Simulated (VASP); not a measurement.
All values below come from PBEsol GGA, VASP's PBE PAW potentials (set 64) (plane waves; VASP).

The input files of a VASP run:

### POSCAR
```
HgTe
1
    0.0000000000     2.9316293233     2.9316293233
    2.9316293233     0.0000000000     2.9316293233
    2.9316293233     2.9316293233    -0.0000000000
Hg Te
1 1
Direct
  0.0000000000   0.0000000000   0.0000000000
  0.2500000000   0.2500000000   0.2500000000
```

**KPOINTS**
```
Automatic
0
gamma
11 11 11
```

### INCAR
```
ALGO  =  Normal
EDIFF  =  1E-6
EDIFFG  =  -0.02
ENCUT  =  500
GGA  =  PS
IBRION  =  2
ISIF  =  3
ISMEAR  =  1
LASPH  =  .TRUE.
LCHARG  =  .FALSE.
LMAXMIX  =  6
LREAL  =  .FALSE.
LWAVE  =  .FALSE.
NELM  =  100
NSW  =  40
PREC  =  Accurate
PSTRESS  =  300
SIGMA  =  0.1
SYSTEM  =  HgTe
```

POTCAR, in this order: Hg Te (PBE.64 set). Program: vasp_std.

The run wrote:

**OSZICAR**
```
       N       E                     dE             d eps       ncg     rms          rms(c)
DAV:   1     0.110874053611E+03    0.11087E+03   -0.85511E+03  1472   0.121E+03
DAV:   2     0.314200756562E+00   -0.11056E+03   -0.10499E+03  1566   0.278E+02
DAV:   3    -0.339864763069E+01   -0.37128E+01   -0.36990E+01  1786   0.536E+01
DAV:   4    -0.343047989663E+01   -0.31832E-01   -0.31828E-01  1855   0.465E+00
DAV:   5    -0.343080838138E+01   -0.32848E-03   -0.32848E-03  1751   0.375E-01    0.152E+01
DAV:   6    -0.312793819088E+01    0.30287E+00   -0.67575E-01  1711   0.137E+01    0.108E+01
DAV:   7    -0.309998737227E+01    0.27951E-01   -0.20413E-01  1649   0.408E+00    0.263E+00
DAV:   8    -0.309603720623E+01    0.39502E-02   -0.27633E-02  1536   0.248E+00    0.100E+00
DAV:   9    -0.309577753549E+01    0.25967E-03   -0.16208E-03  1636   0.407E-01    0.289E-01
DAV:  10    -0.309576858702E+01    0.89485E-05   -0.12835E-04  1714   0.111E-01    0.612E-02
DAV:  11    -0.309577227520E+01   -0.36882E-05   -0.22923E-05  1740   0.566E-02    0.297E-02
DAV:  12    -0.309577110190E+01    0.11733E-05   -0.37533E-06  1593   0.257E-02    0.490E-03
DAV:  13    -0.309577120764E+01   -0.10574E-06   -0.65851E-07   998   0.561E-03
   1 F= 0.63397922E+01 E0= 0.63398021E+01  d E =0.633979E+01
```

**OUTCAR**
```
------------------------ aborting loop because EDIFF is reached ----------------------------------------
  FORCE on cell =-STRESS in cart. coord.  units (eV):
  Direction    XX          YY          ZZ          XY          YZ          ZX
  --------------------------------------------------------------------------------------
  Total        9.4570580      9.4570580      9.4570580     -0.0000000      0.0000000     -0.0000000
  in kB      300.6834101    300.6834101    300.6834101     -0.0000000      0.0000000     -0.0000000
  external PRESSURE =       0.6834101 kB  Pullay stress =     300.0000000 kB
  volume of cell :       50.39
      direct lattice vectors                 reciprocal lattice vectors
     0.000000000  2.931629323  2.931629323    -0.170553622  0.170553622  0.170553622
     2.931629323  0.000000000  2.931629323     0.170553622 -0.170553622  0.170553622
     2.931629323  2.931629323  0.000000000     0.170553622  0.170553622 -0.170553622
 POSITION                                       TOTAL-FORCE (eV/Angst)
 -----------------------------------------------------------------------------------
      0.00000      0.00000      0.00000        -0.000000     -0.000000     -0.000000
      1.46581      1.46581      1.46581         0.000000      0.000000      0.000000
 -----------------------------------------------------------------------------------
    total drift:                                0.000000      0.000000      0.000000
  FREE ENERGIE OF THE ION-ELECTRON SYSTEM (eV)
  ---------------------------------------------------
  free  energy   TOTEN  =        -3.0957712076 eV

  energy  without entropy=       -3.0957417365  energy(sigma->0) =       -3.09576138
  enthalpy is  TOTEN    =         6.3397922347 eV   P V=        9.4355634424

 reached required accuracy - stopping structural energy minimisation
```
(Selected blocks of OUTCAR.)

The structure was generated: HgTe was put into the zinc blende type (F-43m), which need not be its known phase. It was relaxed first under an external pressure of 30 GPa.
